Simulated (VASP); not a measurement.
Method: PBE GGA, VASP's PBE PAW potentials (set 64) (plane waves; VASP).

Input for VASP

File KPOINTS:
```
K-points
0
gamma
 6 6 3
```

### POSCAR
```
Ga2O3
12.324680
  0.5000000000  -0.1240820046   0.0000000000
  0.5000000000   0.1240820046   0.0000000000
 -0.1127096200   0.0000000000   0.4601085789
Ga O
4 6
Direct
  0.3411600000   0.3411600000   0.6852700000
  0.6588400000   0.6588400000   0.3147300000
  0.9095300000   0.9095300000   0.2052100000
  0.0904700000   0.0904700000   0.7947900000
  0.5035300000   0.5035300000   0.7433400000
  0.4964700000   0.4964700000   0.2566600000
  0.8266300000   0.8266300000   0.4367700000
  0.1733700000   0.1733700000   0.5632300000
  0.1645000000   0.1645000000   0.1091500000
  0.8355000000   0.8355000000   0.8908500000
```

**INCAR**
```
# general
SYSTEM =Ga2O3
PREC   =Accurate
ENCUT  =400
LREAL  =F
LASPH  =T

# electronic loop
EDIFF  =1E-6
NELM   =100
ALGO   =Normal
LMAXMIX=4

# smearing
ISMEAR =0
SIGMA  =0.01

# functional
GGA    =PE

# ions
ISIF   =2

# output
LWAVE  =F
LCHARG =F
```

POTCAR, in this order: Ga_d O (PBE.64 set). Program: vasp_std.

The resulting files:

File OSZICAR:
```
       N       E                     dE             d eps       ncg     rms          rms(c)
DAV:   1     0.109140350610E+04    0.10914E+04   -0.34867E+04  4024   0.265E+03
DAV:   2     0.155813586569E+03   -0.93559E+03   -0.89892E+03  3816   0.704E+02
DAV:   3    -0.523992291069E+02   -0.20821E+03   -0.20241E+03  4088   0.235E+02
DAV:   4    -0.683281618549E+02   -0.15929E+02   -0.15795E+02  4648   0.717E+01
DAV:   5    -0.687555429594E+02   -0.42738E+00   -0.42639E+00  4452   0.117E+01    0.173E+01
DAV:   6    -0.596440752738E+02    0.91115E+01   -0.34791E+01  6716   0.631E+01    0.503E+00
DAV:   7    -0.597942855878E+02   -0.15021E+00   -0.31268E+00  3896   0.988E+00    0.349E+00
DAV:   8    -0.597649049538E+02    0.29381E-01   -0.52938E-01  5336   0.698E+00    0.118E+00
DAV:   9    -0.597346603110E+02    0.30245E-01   -0.14008E-01  5456   0.489E+00    0.268E-01
DAV:  10    -0.597357248070E+02   -0.10645E-02   -0.21990E-02  5240   0.136E+00    0.151E-01
DAV:  11    -0.597361308601E+02   -0.40605E-03   -0.31515E-03  4144   0.747E-01    0.944E-02
DAV:  12    -0.597362100338E+02   -0.79174E-04   -0.12391E-03  5232   0.522E-01    0.235E-02
DAV:  13    -0.597362238891E+02   -0.13855E-04   -0.19701E-04  5348   0.120E-01    0.112E-02
DAV:  14    -0.597362264965E+02   -0.26073E-05   -0.58448E-05  4916   0.689E-02    0.970E-03
DAV:  15    -0.597362254471E+02    0.10494E-05   -0.68405E-06  4340   0.305E-02    0.367E-03
DAV:  16    -0.597362254240E+02    0.23065E-07   -0.30055E-06  2844   0.132E-02
   1 F= -.59736225E+02 E0= -.59736225E+02  d E =-.214521E-26
```

**OUTCAR**
```
------------------------ aborting loop because EDIFF is reached ----------------------------------------
  FORCE on cell =-STRESS in cart. coord.  units (eV):
  Direction    XX          YY          ZZ          XY          YZ          ZX
  --------------------------------------------------------------------------------------
  Total       -0.4742268     -0.2718957     -0.5443875      0.0000000      0.0000000      0.0790118
  in kB       -7.1088704     -4.0758374     -8.1606100      0.0000000      0.0000000      1.1844217
  external PRESSURE =      -6.4484393 kB  Pullay stress =       0.0000000 kB
  volume of cell :      106.88
      direct lattice vectors                 reciprocal lattice vectors
     6.162340000 -1.529271000  0.000000000     0.081138009 -0.326953169  0.019875818
     6.162340000  1.529271000  0.000000000     0.081138009  0.326953169  0.019875818
    -1.389110000  0.000000000  5.670691000     0.000000000  0.000000000  0.176345352
 POSITION                                       TOTAL-FORCE (eV/Angst)
 -----------------------------------------------------------------------------------
      3.25277      0.00000      3.88595         0.037977      0.000000      0.075578
      7.68280      0.00000      1.78474        -0.037977      0.000000     -0.075578
     10.92461      0.00000      1.16368         0.047315      0.000000     -0.033009
      0.01096      0.00000      4.50701        -0.047315      0.000000      0.033009
      5.17327      0.00000      4.21525         0.044070      0.000000     -0.006240
      5.76230      0.00000      1.45544        -0.044070      0.000000      0.006240
      9.58123      0.00000      2.47679         0.038364      0.000000     -0.015724
      1.35434      0.00000      3.19390        -0.038364      0.000000      0.015724
      1.87579      0.00000      0.61896         0.100556      0.000000     -0.010668
      9.05978      0.00000      5.05174        -0.100556      0.000000      0.010668
 -----------------------------------------------------------------------------------
    total drift:                                0.000000     -0.000000      0.000000
  FREE ENERGIE OF THE ION-ELECTRON SYSTEM (eV)
  ---------------------------------------------------
  free  energy   TOTEN  =       -59.7362254240 eV

  energy  without entropy=      -59.7362254240  energy(sigma->0) =      -59.73622542
```
(Selected blocks of OUTCAR.)

**OUTCAR**
```
 val. band max:        3.6535902149   @ k =   0.0000   0.0000   0.0000

 cond. band min:       5.8743858921   @ k =   0.0000   0.0000   0.0000


 Fermi energy:         3.7253896557

 k-point     1 :       0.0000    0.0000    0.0000
  band No.  band energies     occupation
      1     -15.1304      2.00000
      2     -13.9842      2.00000
      3     -13.9700      2.00000
      4     -13.8722      2.00000
      5     -13.4118      2.00000
      6     -13.3897      2.00000
      7      -9.2016      2.00000
      8      -9.1693      2.00000
      9      -9.1643      2.00000
     10      -9.1142      2.00000
     11      -8.9960      2.00000
     12      -8.9916      2.00000
     13      -8.9828      2.00000
     14      -8.9746      2.00000
     15      -8.9226      2.00000
     16      -8.7994      2.00000
     17      -8.7949      2.00000
     18      -8.7882      2.00000
     19      -8.7582      2.00000
     20      -8.7495      2.00000
     21      -8.7273      2.00000
     22      -8.7238      2.00000
     23      -8.6694      2.00000
     24      -8.5874      2.00000
     25      -8.4401      2.00000
     26      -8.3938      2.00000
     27      -3.2701      2.00000
     28      -2.2090      2.00000
     29      -1.0679      2.00000
     30      -0.4357      2.00000
     31       0.2225      2.00000
     32       1.0641      2.00000
     33       1.1402      2.00000
     34       1.4722      2.00000
     35       1.7024      2.00000
     36       1.8125      2.00000
     37       2.0456      2.00000
     38       2.0951      2.00000
     39       2.7263      2.00000
     40       2.9827      2.00000
     41       2.9866      2.00000
     42       3.1935      2.00000
     43       3.3926      2.00000
     44       3.6536      2.00000
     45       5.8744      0.00000
     46       9.1980      0.00000
     47      10.2229      0.00000
     48      10.3039      0.00000
     49      11.3523      0.00000
     50      12.2647      0.00000
     51      12.8825      0.00000
...
```

At this cut-off the stress carries a Pulay error, which pulls relaxed volumes low.

The structure comes from a computed database's Ga2O3 entry; how it stands against other phases isn't given here. The cell was not relaxed at this level. The run is one of a series of settings (KPOINTS 6×6×3 Γ-centred mesh against the base run), some of them coarse on purpose.
